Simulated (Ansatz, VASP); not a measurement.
# Cross-check of Co (Cobalt) between VASP and Ansatz

Aim: how closely do two programs agree when they are given the same cell, functional and k mesh? The cell is taken from a series of runs on this material, whose earlier steps may have relaxed, scaled, displaced or heated it; both programs get it as it stands.

Program: Ansatz 0.2.0. Level of theory: plane waves, with VASP 6.6.1 beside it; single point at PBE. Results are calculated unless marked as measured.

## Step 1: The structure

The structure is hexagonal, space group P6_3/mmc (No. 194). Conventional cell: a = 2.507 Å, b = 2.507 Å, c = 4.070 Å, α = 90.00°, β = 90.00°, γ = 120.00°. Nearest to Co lie 12 Co at 2.50 to 2.51 Å.

Coordinates:

```cif
data_structure
_symmetry_space_group_name_H-M 'P6_3/mmc'
_symmetry_Int_Tables_number 194
_cell_length_a 2.5074
_cell_length_b 2.5074
_cell_length_c 4.0699
_cell_angle_alpha 90.000
_cell_angle_beta 90.000
_cell_angle_gamma 120.000
_cell_volume 22.16
loop_
_atom_site_label
_atom_site_type_symbol
_atom_site_symmetry_multiplicity
_atom_site_Wyckoff_symbol
_atom_site_fract_x
_atom_site_fract_y
_atom_site_fract_z
_atom_site_occupancy
Co1 Co 2 c 0.33333 0.66667 0.25000 1
```

## Step 2: Ansatz: single point, PBE, pair 1

Ansatz runs on its default PAW (the set named soft_2) files.

A single point gives forces, pressure and levels at one fixed geometry, so differences don't come from the geometry; what else differs is listed under the comparison.

File input.yaml:

```yaml
crystal:
  lattice:
    - [2.5074, 0.0, 0.0]
    - [-1.2537, 2.1714720974, 0.0]
    - [0.0, 0.0, 4.0699]
  atoms:
    - { symbol: Co, position: [0.3333333333, 0.6666666667, 0.25], spin: 1.68 }
    - { symbol: Co, position: [0.6666666667, 0.3333333333, 0.75], spin: 1.68 }
magnetization:
  spin_polarized: true
kpoints:
  mp_grid: { grid: [18, 18, 10] }
hamiltonian:
  xc: pbe
scf:
  occupations: { method: fermi_dirac, width: 0.05 }
  max_iter: 120
  convergence: { dr2_threshold: 1.0e-08 }
basis:
  ecutwfc: 420.0
checkpoint:
  read: start
  write: ck
  compress: false
  write_wavefunctions: false
  write_every: 100000
```

The run is started by

```sh
ansatz run input.yaml --threads 2 --pin off --max-ram 5120MiB --backend cpu --events-out ev --progress --plain --runs-dir out
```

Numbers of over 12 decimals in the logs are rounded to 6 here.

The program printed:

```text
Warning: checkpoint.read: spin seed differs: saved <digest>, current <digest>; the loaded state replaces the seed-built initial guess (but the starting_ns of a DFT+U solve that opens without the state's occupation matrices), so the run may converge into the producing seed's basin, or, where the symmetry group that follows from this deck's starting moments and starting_ns does not hold the saved magnetisation, lose th [...]
Engine: ansatz 0.2.0, aarch64-unknown-linux-gnu
Pseudopotentials: kind: paw
Pseudopotential: Co, paw, valence charge 17, recommended cutoff 420 eV (normal), Co.paw.azcp
Functional definition: PBE
  parameter kappa = 0.804
  parameter beta = 0.066725
  exchange = pbe_x(kappa = kappa, mu = beta*pi^2/3)
  correlation = pbe_c(beta = beta)
Crystal: 2 atoms, lattice volume = 22.160 Å³
Basis set: ecut = 420 eV, 415 PW (Γ)
Bands: 23, of which v1, the nominal top of the filled ones, is band 17 counted from 1 (16 counted from 0)
Symmetry: 24 space group operations
Space group: P63/mmc (ITA 194), of the structure as read, at distance tolerance 2.8e-5 Å
Magnetic group: BNS 194.263 (UNI 1493), of the structure as read, at distance tolerance 2.8e-5 Å
k-points: 222 of 3240
Non-local potential: Co, projectors of the file, l = 0: 3, l = 1: 2, l = 2: 3, l = 3: 1
PAW form: soft (Blöchl's): semilocal exchange-correlation on the pseudo side does not see the compensation charge
PAW one-centre angular grid: Co, 590 points (default); XC on 64 Gauss nodes
Initial density: read from a saved state, or passed on in memory by an earlier SCF of this step, an earlier step, the calling program or the single point that the run made first
Stability of the state it starts from, as read at its close in the collinear treatment: not read negative (Ritz values of 1 − χ₀K, real part plus size of imaginary part, from 0.75 to 0.87, by its mixing steps under the symmetry group of the SCF that read it); its run was given moments
Starting moments: Σ|m| = 3.36 μB on 2 of 2 sites; this step starts from the density that it was given
Initial wavefunctions: pseudopotential atomic-orbital guess
Functional: x = pbe(κ = 0.804, μ = 0.219515), c = pbe(β = 0.066725)
iter 1 solved again at ethr=3.15e-8 eV; its pass at ethr=3.10e-3 eV (dr2=1.07e-5 eV) is discarded
SCF iter   1: F=—  HF=-10252.305350 eV  |F-HF|=—  |Δ(HF+E_count)|=         —  Δρ=1.47e-3 (↑1.26e-3 ↓1.47e-3)  dr2=9.23e-6  dr2_m=3.77e-4  M=3.218 μB ∫|m|=3.565 μB  β_m=0.30  ethr=3.15e-8  ⟨swp⟩=3.0  Hψ=69247  notcnv=0
preconditioner: auto → none  [metal: Δε(μ)=0.009 eV  Ē_g=9.340 eV  σ=0.050 eV  W_gap=0.05  n_scr=8 (ndim 8)  ℏωp=33.5 eV  f_vac=0.000  D(μ)=1.71/eV (n_scr^D=22)]
SCF iter   2: F=—  HF=-10252.305371 eV  |F-HF|=—  |Δ(HF+E_count)|=   2.14e-5  Δρ=1.08e-3 (↑1.08e-3 ↓1.02e-3)  dr2=5.86e-7  dr2_m=2.25e-4  M=3.219 μB ∫|m|=3.566 μB  β_m=0.65  ethr=2.72e-8  ⟨swp⟩=2.3  Hψ=13886  notcnv=0
SCF iter   3: F=—  HF=-10252.305474 eV  |F-HF|=—  |Δ(HF+E_count)|=   1.03e-4  Δρ=9.54e-4 (↑6.58e-4 ↓9.54e-4)  dr2=3.06e-4  dr2_m=4.85e-6  M=3.223 μB ∫|m|=3.571 μB  β_m=0.65  ethr=1.72e-9  ⟨swp⟩=3.2  Hψ=24803  notcnv=0
SCF iter   4: F=—  HF=-10252.305408 eV  |F-HF|=—  |Δ(HF+E_count)|=   6.65e-5  Δρ=3.34e-5 (↑3.34e-5 ↓2.48e-5)  dr2=5.02e-8  dr2_m=1.46e-7  M=3.223 μB ∫|m|=3.571 μB  β_m=0.82  ethr=1.72e-9  ⟨swp⟩=3.5  Hψ=25559  notcnv=0
SCF iter   5: F=—  HF=-10252.305408 eV  |F-HF|=—  |Δ(HF+E_count)|=   1.86e-7  Δρ=1.30e-5 (↑1.30e-5 ↓1.07e-5)  dr2=1.80e-9  dr2_m=2.75e-8  M=3.223 μB ∫|m|=3.571 μB  β_m=0.91  ethr=2.94e-11  ⟨swp⟩=3.0  Hψ=23554  notcnv=0
SCF iter   6: F=-10252.305408 eV  HF=-10252.305408 eV  |F-HF|=1.40e-10  |Δ(HF+E_count)|=   3.30e-8  Δρ=1.74e-6 (↑3.66e-7 ↓1.74e-6)  dr2=2.59e-10  dr2_m=1.61e-10  M=3.223 μB ∫|m|=3.571 μB  ethr=5.29e-12  ⟨swp⟩=3.0  Hψ=24359  notcnv=0
SCF 1 converged in 6 iterations: F = -10252.305408 eV  dr2 = 2.59e-10
  greatest PAW one-centre occupation: 1.001 electrons in one spin orbital (limit 2), on the Co atom at site 1 (counted from 0), in its partial waves of l = 1
SCF converged after 6 iterations
Magnetization: 3.2227 μB (18.6114 up, 15.3886 down)
Absolute magnetization: 3.5725 μB (∫|ρ↑−ρ↓|, with the PAW one-centre terms)
Spin contamination: 0.0600 ħ² per cell (⟨S²⟩ above its minimum at these occupations)
Per-site moments (μB) at R_I (Å): [(1.691172, 1.030153), (1.691172, 1.030153)]
Free energy (F): -10252.305408 eV
Harris-Foulkes:  -10252.305408 eV  (|F-HF|=1.40e-10)
Internal energy: -10252.291053 eV  (E = F + TS)
E sigma→0 (E₀):  -10252.298230 eV
Entropy (-TS):   -0.014355 eV (-7.177 meV/atom)
Fermi energy:    18.239676 eV
--- Per-component energies (eV) ---
  E_band       = -502.711802
  E_kinetic    = 905.999279
  E_local      = -5724.713037  (includes V_loc(G=0)·N_el)
  E_nonlocal   = 908.353656
  E_hartree    = 2397.074363
  E_xc         = -317.550024
  E_vxc        = -409.744008  (∫ρ·V_xc dr)
  E_paw        = -3030.181045  (= ΣΔE_a)
  E_vpaw       = -976.757876  (= ΣTr[D̂ρ^β])
  E_aug_tail   = 0.000160  (compensation charges beyond the density's cutoff)
  E_ewald      = -5391.274405
  E_smearing   = -0.014355  (= −TS)
  E_closure    = -0.000000  (closes the sum)
  Σ components = -10252.305408   (vs F -10252.305408, Δ=0.00e0)
```

In the SCF lines HF is the Harris–Foulkes energy and dr2 the Hartree energy of the density residual, in eV; the loop may stop once dr2 is under the threshold and the program's other checks hold. Hψ counts applications of the Hamiltonian.

## Step 3: VASP: single point, PBE, pair 1

The same cell, functional, mesh and smearing now go to VASP, with its own data sets.

Lines of VASP's logs that name or quote its potential files are left out, and so is its time.

File INCAR:

```
SYSTEM = Co
PREC = Accurate
ENCUT = 520
EDIFF = 1E-06
NELM = 200
ISMEAR = -1
SIGMA = 0.05
LREAL = .FALSE.
ALGO = Normal
GGA = PE
NBANDS = 18
ISPIN = 2
MAGMOM = 1.69 1.69
LASPH = .TRUE.
LMAXMIX = 4
LORBIT = 11
LWAVE = .FALSE.
LCHARG = .FALSE.
ISIF = 2
GGA_COMPAT = .FALSE.
KPAR = 2
```

File POSCAR:

```
Co
1.0
    2.5074000000      0.0000000000      0.0000000000
   -1.2537000000      2.1714720974      0.0000000000
    0.0000000000      0.0000000000      4.0699000000
Co
2
Direct
    0.3333333334      0.6666666668      0.2500000000
    0.6666666668      0.3333333334      0.7500000000
```

File KPOINTS:

```
Automatic mesh
0
Gamma
18 18 10
0 0 0
```

Potentials, in the order of the species: Co (PBE family, release 64).

The run is started by

```sh
mpirun -np 2 vasp_std
```

The program printed:

```text
[banner, memory and clock lines left out]
running    2 mpi-ranks, on    1 nodes
 distrk:  each k-point on    1 cores,    2 groups
 distr:  one band on    1 cores,    1 groups

 POSCAR found type information on POSCAR Co
 POSCAR found :  1 types and       2 ions
 LDA part: xc-table for (Slater+PW92), standard interpolation
 POSCAR, INCAR and KPOINTS ok, starting setup
 FFT: planning ... GRIDC
 FFT: planning ... GRID_SOFT
 FFT: planning ... GRID
 WAVECAR not read
 entering main loop
       N       E                     dE             d eps       ncg     rms          rms(c)
DAV:   1     0.814652337268E+02    0.81465E+02   -0.80774E+03 16616   0.131E+03
DAV:   2    -0.128530104507E+02   -0.94318E+02   -0.85775E+02 16048   0.226E+02
DAV:   3    -0.161547212393E+02   -0.33017E+01   -0.31798E+01 17762   0.546E+01
DAV:   4    -0.162058129305E+02   -0.51092E-01   -0.51058E-01 20564   0.571E+00
DAV:   5    -0.162069518914E+02   -0.11390E-02   -0.11389E-02 18280   0.767E-01    0.145E+01
DAV:   6    -0.145469821841E+02    0.16600E+01   -0.96157E+00 17008   0.636E+01    0.747E+00
DAV:   7    -0.141021216571E+02    0.44486E+00   -0.15273E+00 18266   0.237E+01    0.376E+00
DAV:   8    -0.140857440246E+02    0.16378E-01   -0.18638E-02 20816   0.136E+00    0.175E+00
DAV:   9    -0.140708742456E+02    0.14870E-01   -0.35765E-03 24528   0.109E+00    0.543E-01
DAV:  10    -0.140705944107E+02    0.27983E-03   -0.14026E-03 21518   0.524E-01    0.542E-02
DAV:  11    -0.140706125194E+02   -0.18109E-04   -0.64460E-05 18396   0.804E-02    0.306E-02
DAV:  12    -0.140706101476E+02    0.23717E-05   -0.36948E-06 18480   0.211E-02    0.165E-02
DAV:  13    -0.140706097413E+02    0.40634E-06   -0.18352E-06 13748   0.197E-02
   1 F= -.14070610E+02 E0= -.14063321E+02  d E =-.145770E-01  mag=     3.2094
```

Parts of OUTCAR (step 3):

```text
ion  position               nearest neighbor table
   1  0.333  0.667  0.250-   2 2.50   2 2.50   2 2.50   2 2.50   2 2.50   2 2.50
   2  0.667  0.333  0.750-   1 2.50   1 2.50   1 2.50   1 2.50   1 2.50   1 2.50

  LATTYP: Found a hexagonal cell.
 ALAT       =     2.5074000000
 C/A-ratio  =     1.6231554598

 Subroutine GETGRP returns: Found 24 space group operations
 (whereof 12 operations were pure point group operations)

The static configuration has the point symmetry D_3d.
 The point group associated with its full space group is D_6h.

 Found    222 irreducible k-points:

   k-points           NKPTS =    222   k-points in BZ     NKDIM =    222   number of bands    NBANDS=     18

   dimension x,y,z NGX =    20 NGY =   20 NGZ =   30
   dimension x,y,z NGXF=    40 NGYF=   40 NGZF=   60

   ENCUT  =  520.0 eV  38.22 Ry    6.18 a.u.   4.66  4.66  7.57*2*pi/ulx,y,z

   NELECT =      18.0000    total number of electrons

 k-points in reciprocal lattice and weights: Automatic mesh
   0.00000000  0.00000000  0.00000000       0.000
   0.05555556  0.00000000  0.00000000       0.002
   0.11111111  0.00000000  0.00000000       0.002
   0.16666667 -0.00000000  0.00000000       0.002
   0.22222222 -0.00000000  0.00000000       0.002
   0.27777778  0.00000000  0.00000000       0.002
   0.33333333  0.00000000  0.00000000       0.002
   0.38888889 -0.00000000  0.00000000       0.002
   0.44444444 -0.00000000  0.00000000       0.002
[...]
0.33333333  0.27777778  0.50000000       0.004
   0.33333333  0.33333333  0.50000000       0.001

 average (electrostatic) potential at core
       1 -78.5758       2 -78.5758

 E-fermi :   9.9652

 spin component 1
 k-point     1 :       0.0000    0.0000    0.0000
  band No.  band energies     occupation
    ...
      8       8.0482      1.00000
      9       8.0482      1.00000
     10       9.0984      1.00000
     11       9.0984      1.00000
     12       9.8661      0.87882
     13      16.0832      0.00000
     14      31.8131      0.00000
     15      34.1999      0.00000
     16      34.1999      0.00000
     17      34.8337      0.00000
    ...

 k-point     2 :       0.0556    0.0000    0.0000
  band No.  band energies     occupation
    ...
      7       7.7489      1.00000
      8       7.9950      1.00000
      9       8.0171      1.00000
     10       8.6365      1.00000
     11       9.1117      1.00000
     12      10.4542      0.00006
     13      16.1024      0.00000
     14      30.9657      0.00000
     15      32.6682      0.00000
     16      32.9421      0.00000
    ...

 k-point     3 :       0.1111    0.0000    0.0000
  band No.  band energies     occupation
    ...
      7       7.7205      1.00000
      8       7.8762      1.00000
      9       7.9322      1.00000
     10       8.1850      1.00000
     11       9.1453      1.00000
     12      11.4007      0.00000
     13      16.1644      0.00000
     14      28.6382      0.00000
     15      31.3007      0.00000
     16      31.8709      0.00000
    ...

 k-point     4 :       0.1667   -0.0000    0.0000
  band No.  band energies     occupation
    ...
      7       7.8289      1.00000
      8       7.8604      1.00000
      9       8.0049      1.00000
     10       8.0756      1.00000
     11       9.1869      1.00000
     12      12.4639      0.00000
     13      16.2817      0.00000
     14      26.0631      0.00000
     15      29.7545      0.00000
     16      31.2680      0.00000
    ...

 k-point     5 :       0.2222   -0.0000    0.0000
  band No.  band energies     occupation
    ...
      7       7.8723      1.00000
      8       8.1158      1.00000
      9       8.1186      1.00000
     10       8.3286      1.00000
     11       9.2263      1.00000
     12      13.6184      0.00000
     13      16.4670      0.00000
     14      23.5600      0.00000
     15      28.3496      0.00000
     16      30.5388      0.00000
    ...

 k-point     6 :       0.2778    0.0000    0.0000
  band No.  band energies     occupation
    ...
      7       7.7469      1.00000
      8       8.4411      1.00000
      9       8.4651      1.00000
     10       8.6102      1.00000
     11       9.2584      1.00000
     12      14.8529      0.00000
     13      16.6984      0.00000
     14      21.2545      0.00000
     15      27.1167      0.00000
     16      28.6947      0.00000
    ...

  Total       -0.6494417     -0.6494417     -0.7555640      0.0000000     -0.0000000      0.0000000
  in kB      -46.9557887    -46.9557887    -54.6286202      0.0000000     -0.0000000      0.0000000
  external PRESSURE =     -49.5133992 kB  Pullay stress =       0.0000000 kB

  energy-cutoff  :      520.00
  volume of cell :       22.16
      direct lattice vectors                 reciprocal lattice vectors
     2.507400000  0.000000000  0.000000000     0.398819494  0.230258542  0.000000000
    -1.253700000  2.171472097  0.000000000     0.000000000  0.460517085  0.000000000
     0.000000000  0.000000000  4.069900000     0.000000000  0.000000000  0.245706283

 POSITION                                       TOTAL-FORCE (eV/Angst)
 -----------------------------------------------------------------------------------
      0.00000      1.44765      1.01747         0.000000      0.000000     -0.000000
      1.25370      0.72382      3.05242        -0.000000      0.000000      0.000000
 -----------------------------------------------------------------------------------
    total drift:                                0.000000      0.000000      0.000000

  FREE ENERGIE OF THE ION-ELECTRON SYSTEM (eV)
  ---------------------------------------------------
  free  energy   TOTEN  =       -14.0706097413 eV

  energy  without entropy=      -14.0560327740  energy(sigma->0) =      -14.06332126

 total charge
# of ion       s       p       d       tot
------------------------------------------
    1        0.479   0.503   7.251   8.233
    2        0.479   0.503   7.251   8.233
--------------------------------------------------
tot          0.959   1.005  14.501  16.466

 magnetization (x)
# of ion       s       p       d       tot
------------------------------------------
    1       -0.015  -0.056   1.701   1.630
    2       -0.015  -0.056   1.701   1.630
--------------------------------------------------
tot         -0.030  -0.111   3.402   3.260

[... 6 further parts left out ...]
```

The magnetic state follows from one typed start and may not be the lowest.

## Step 4: Side by side

Known differences besides the potentials themselves: VASP starts from the moments at which Ansatz ended; the data sets hold 34 valence electrons in Ansatz (on its default PAW (the set named soft_2) files) and 18 in VASP; the cutoff is 420 eV in Ansatz and 520 eV in VASP; site moments are counted in spheres of each program's own size. Total energies have different zeros and are not compared.

Both answers:

```csv
quantity,Ansatz,VASP,difference
total moment (μB),3.22,3.21,+0.01
moment on Co1 (μB),1.69,1.63,+0.06
moment on Co2 (μB),1.69,1.63,+0.06
```

## Step 5: Ansatz: single point, PBE, pair 2

A single point gives forces, pressure and levels at one fixed geometry, so differences don't come from the geometry; what else differs is listed under the comparison.

The cell is taken from a series of runs on this material, whose earlier steps may have relaxed, scaled, displaced or heated it; both programs get it as it stands.

input.yaml, the sections that differ from step 2:

```yaml
crystal:
  lattice:
    - [2.5074, 0.0, 0.0]
    - [-1.2537, 2.1714720974, 0.0]
    - [0.0, 0.0, 4.0699]
  atoms:
    - { symbol: Co, position: [0.3333333333, 0.6666666667, 0.25], spin: 0.233 }
    - { symbol: Co, position: [0.6666666667, 0.3333333333, 0.75], spin: 0.233 }
magnetization:
  spin_polarized: true
  initial_magnetization: 0.466
  spin_locking: { lock_magnetization: hard }
# kpoints, hamiltonian, scf, basis: as in step 2
# checkpoint: removed
```

The run is started by

```sh
ansatz run input.yaml --threads 1 --pin off --max-ram 2560MiB --backend cpu --events-out ev --progress --plain --runs-dir out
```

The program printed:

```text
[...]
Crystal: 2 atoms, lattice volume = 22.160 Å³
Basis set: ecut = 420 eV, 415 PW (Γ)
Bands: 22, of which v1, the nominal top of the filled ones, is band 17 counted from 1 (16 counted from 0)
Symmetry: 24 space group operations
[...]
k-points: 222 of 3240
[...]
Starting moments: Σ|m| = 0.466 μB on 2 of 2 sites
[...]
k-point 0 ↑: bands = [... 13 lower, 16.7358, 16.7358, 17.0601, 17.0601, 17.9678, 18.3437, 18.3437, 24.6819, ... 1 higher]
  k-point 1 ↑: bands = [... 13 lower, 16.6975, 16.6975, 17.1174, 17.1174, 17.6306, 18.3418, 18.3418, 25.2434, ... 1 higher]
  k-point 2 ↑: bands = [... 13 lower, 16.6158, 16.6158, 16.9500, 17.2484, 17.2484, 18.3321, 18.3321, 26.6511, ... 1 higher]
  k-point 221 ↓: bands = [... 13 lower, 16.3212, 17.2909, 17.3768, 18.3380, 18.5777, 23.9275, 24.2512, 25.6636, ... 1 higher]
[key lines of the parts left out:]
SCF converged after 2 iterations
Magnetization: 0.4660 μB (17.2330 up, 16.7670 down)
Free energy (F): -10251.848939 eV
Fermi energy:    18.219236 (↑ 18.181233, ↓ 18.257239) eV
```

[end of part 1 of 2]

[Lines on the potential files, build, host, timing and source positions are cut from VASP's logs without a mark.]

[Logs are printed without paths, hosts, clocks, repeated set-up lines and the standing remarks that a program may print on its own settings, such as how far it seeks lower states.]

[Hosts, paths, dates, database ids (printed as entryN), source tags and the programs' standing remarks are cut or masked in the printed files.]
